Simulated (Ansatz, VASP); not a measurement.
# SnTe in two plane-wave programs, part 2 of 2

Aim: how closely do two programs agree when they are given the same cell, functional and k mesh? The cell is taken from a series of runs on this material, whose earlier steps may have relaxed, scaled, displaced or heated it; both programs get it as it stands.

VASP 6.6.1 and Ansatz 0.2.0.

So far: Starting point; VASP: zone-centre phonons, LDA, pair 1; Ansatz: zone-centre phonons, LDA, pair 1; Side by side.

## 5. Ansatz: zone-centre phonons, LDA, pair 2

Level of this step: Ansatz beside VASP: Kohn-Sham DFT, plane waves, LDA (Ansatz).

Second derivatives magnify differences that forces hide, and they need a tight electronic threshold. The cell compared in this pair holds 60.01 Å³, against 59.40 Å³ for the pair before.

The cell is taken from a series of runs on this material, whose earlier steps may have relaxed, scaled, displaced or heated it; both programs get it as it stands.

The input, input.yaml:

```yaml
crystal:
  lattice:
    - [0.0, 3.1074175741, 3.1074175741]
    - [3.1074175741, 0.0, 3.1074175741]
    - [3.1074175741, 3.1074175741, 0.0]
  atoms:
    - { symbol: Sn, position: [0.0, 0.0, 0.0] }
    - { symbol: Te, position: [0.5, 0.5, 0.5] }
kpoints:
  mp_grid: { grid: [12, 12, 12] }
hamiltonian:
  xc: lda
  pseudopotentials: { kind: paw, azcp: { folder: soft_1 }, xc_functional: pbe }
scf:
  occupations: { method: gaussian, width: 0.01 }
output:
  eigenvalues: true
phonons:
  method: dfpt
```

Run with:

```
> ansatz run input.yaml --threads 4 --pin off --max-ram 10240MiB --backend cpu --events-out ev --progress --plain --runs-dir out
```

Numbers of over 12 decimals in the logs are rounded to 6 here.

The log of the run:

```text
[...]
Crystal: 2 atoms, lattice volume = 60.011 Å³
Basis set: ecut = 420 eV, 1211 PW (Γ), exchange–correlation on 60×60×60 points (8 copies of the dense FFT grid, shifted against one another)
Bands: 19, of which v1, the nominal top of the filled ones, is band 15 counted from 1 (14 counted from 0)
Symmetry: 48 space group operations
k-points: 163 of 1728 (irreducible under 8 space group operations, time reversal used)
[...]
k-point 1: bands = [... 11 lower, 4.9371, 7.7904, 7.7904, 8.0691, 13.0354, 13.0354, 13.0511, 14.6926]
  k-point 2: bands = [... 11 lower, 4.1048, 7.8257, 7.8257, 8.5962, 12.3087, 12.3087, 12.3575, 14.7197]
  k-point 162: bands = [... 11 lower, 2.4181, 4.9423, 4.9423, 9.1952, 10.8149, 14.6481, 14.6481, 16.2073]
[...]
ASR residual: 8.270e-5 → 0.000e0 eV/Å²; symmetrization residual: 8.714e-6 eV/Å²
  ASR residual per site (eV/Å²): 8.27e-5 2.64e-5
  Γ frequencies (cm⁻¹): 0.00 0.00 0.00 36.45 36.45 36.45
[...]
[key lines of the parts left out:]
SCF converged after 8 iterations
Free energy (F): -12707.409470 eV
Fermi energy:    10.044372 eV
```

## 6. VASP: zone-centre phonons, LDA, pair 2

The same cell, functional (in two slightly different forms), mesh and smearing now go to VASP, with its own data sets.

The input, INCAR:

```
SYSTEM = SnTe
PREC = Accurate
ENCUT = 500
EDIFF = 1E-08
NELM = 120
ISMEAR = 0
SIGMA = 0.01
LREAL = .FALSE.
ALGO = Normal
GGA = PW92
NBANDS = 16
LORBIT = 11
LWAVE = .FALSE.
LCHARG = .FALSE.
ISIF = 2
IBRION = 8
LASPH = .TRUE.
GGA_COMPAT = .FALSE.
EFERMI = MIDGAP
KPAR = 2
```

The input, POSCAR:

```
SnTe
1.0
    0.0000000000      3.1074175741      3.1074175741
    3.1074175741      0.0000000000      3.1074175741
    3.1074175741      3.1074175741      0.0000000000
Sn Te
1 1
Direct
    0.0000000000      0.0000000000      0.0000000000
    0.5000000000      0.5000000000      0.5000000000
```

The input, KPOINTS:

```
Automatic mesh
0
Gamma
12 12 12
0 0 0
```

Potentials, in the order of the species: Sn_d and Te (LDA family, release 64).

Run with:

```
> mpirun -np 2 vasp_std
```

The log of the run:

```text
[banner, memory and clock lines left out]
running    2 mpi-ranks, on    1 nodes
[...]
[... a notice as in an earlier step ...]

 LDA part: xc-table for (Slater(with rela. corr.)+PW92), standard interpolation
 POSCAR, INCAR and KPOINTS ok, starting setup
[...]
entering main loop
       N       E                     dE             d eps       ncg     rms          rms(c)
DAV:   1     0.122441432797E+03    0.12244E+03   -0.94457E+03  2320   0.143E+03
DAV:   2     0.121606837128E+01   -0.12123E+03   -0.11831E+03  2520   0.348E+02
DAV:   3    -0.860503088255E+01   -0.98211E+01   -0.97962E+01  2960   0.881E+01
DAV:   4    -0.886703032542E+01   -0.26200E+00   -0.26195E+00  2752   0.156E+01
[...]
DAV:  13    -0.882282613574E+01    0.27617E-07   -0.18778E-07  2952   0.271E-03    0.280E-03
DAV:  14    -0.882282611968E+01    0.16053E-07   -0.51212E-08  2816   0.310E-03    0.111E-03
DAV:  15    -0.882282611964E+01    0.45929E-10   -0.10613E-08  1752   0.576E-04
   1 F= -.88228261E+01 E0= -.88228261E+01  d E =-.192589E-66
[...]
RMM:  13    -0.222607448966E+00    0.16330E-06    0.10226E-07 10601   0.555E-05    0.144E-05
RMM:  14    -0.222607412194E+00    0.36772E-07    0.41637E-08 11139   0.312E-05    0.332E-05
RMM:  15    -0.222607408642E+00    0.35517E-08    0.23481E-08 10185   0.204E-05    0.130E-05
 first order change of Fermi-energy   0.11495E-03
 force on displaced ion       1 direction 1 :  -0.389   0.000   0.000
 Linear response progress:
  Degree of freedom:   2/  2
       N       E                     dE             d eps       ncg     rms          rms(c)
RMM:   1    -0.479318538008E-01   -0.47932E-01    0.63521E-02 11132   0.894E-01
RMM:   2    -0.483302537470E-01   -0.39840E-03   -0.20486E-03  9789   0.225E-01    0.687E-02
RMM:   3    -0.484802321581E-01   -0.14998E-03   -0.16661E-04  9896   0.646E-02    0.495E-02
RMM:   4    -0.487074812773E-01   -0.22725E-03   -0.25715E-05  9789   0.320E-02    0.582E-03
[...]
RMM:  10    -0.487136987570E-01   -0.26721E-07    0.42817E-07 10590   0.172E-05    0.293E-06
RMM:  11    -0.487136806428E-01    0.18114E-07    0.53221E-08  9857   0.777E-06    0.977E-07
RMM:  12    -0.487136800431E-01    0.59974E-09    0.15056E-08  7503   0.526E-06    0.401E-07
 first order change of Fermi-energy   0.53664E-04
 force on displaced ion       2 direction 1 :  -0.361   0.000   0.000
 Linear response finished
```

From OUTCAR (step 6):

```text
  Total        0.2192394      0.2192394      0.2192394      0.0000000      0.0000000      0.0000000
  in kB        5.8532936      5.8532936      5.8532936      0.0000000      0.0000000      0.0000000
  external PRESSURE =       5.8532936 kB  Pullay stress =       0.0000000 kB

 POSITION                                       TOTAL-FORCE (eV/Angst)
 -----------------------------------------------------------------------------------
      0.00000      0.00000      0.00000        -0.000000      0.000000     -0.000000
      3.10742      3.10742      3.10742         0.000000     -0.000000      0.000000
 -----------------------------------------------------------------------------------
    total drift:                                0.000000     -0.000000     -0.000000

[... 1 part as in an earlier step ...]

[... 1 further part left out ...]
```

## 7. Comparison

What differs besides the data sets and the points named for the pairs above, as far as they apply: the data sets hold 30 valence electrons in Ansatz (on its PAW soft_1 files) and 20 in VASP. Total energies have different zeros and are not compared.

Both answers:

```
                  quantity  Ansatz  VASP  difference
optical mode 1 to 3 (cm⁻¹)    36.5  40.8        -4.3
```

Modes are paired by rising frequency, not by their patterns, so a pair may set unlike modes beside each other; they are those without the splitting of longitudinal modes.

## 8. What came out

| Item | Value |
| --- | --- |
| r.m.s. difference of the optical zone-centre modes, each program's sorted by frequency (zone-centre phonons, LDA, pair 1) | 3.4 cm⁻¹ |
| r.m.s. difference of the optical zone-centre modes, each program's sorted by frequency (zone-centre phonons, LDA, pair 2) | 4.3 cm⁻¹ |

In words: The r.m.s. difference of the optical zone-centre modes, each program's sorted by frequency is 3.4 cm⁻¹ (zone-centre phonons, LDA, pair 1). The data sets hold unlike numbers of valence electrons (30 in Ansatz and 20 in VASP), so part of the differences comes from the potentials. Such differences can come from data sets, numerical settings and the points named under the comparisons, not from the functional's error against experiment.

[Lines on the potential files, build, host, timing and source positions are cut from VASP's logs without a mark.]

[Logs are printed without paths, hosts, clocks, repeated set-up lines and the standing remarks that a program may print on its own settings, such as how far it seeks lower states.]

[Hosts, paths, dates, database ids (printed as entryN), source tags and the programs' standing remarks are cut or masked in the printed files.]
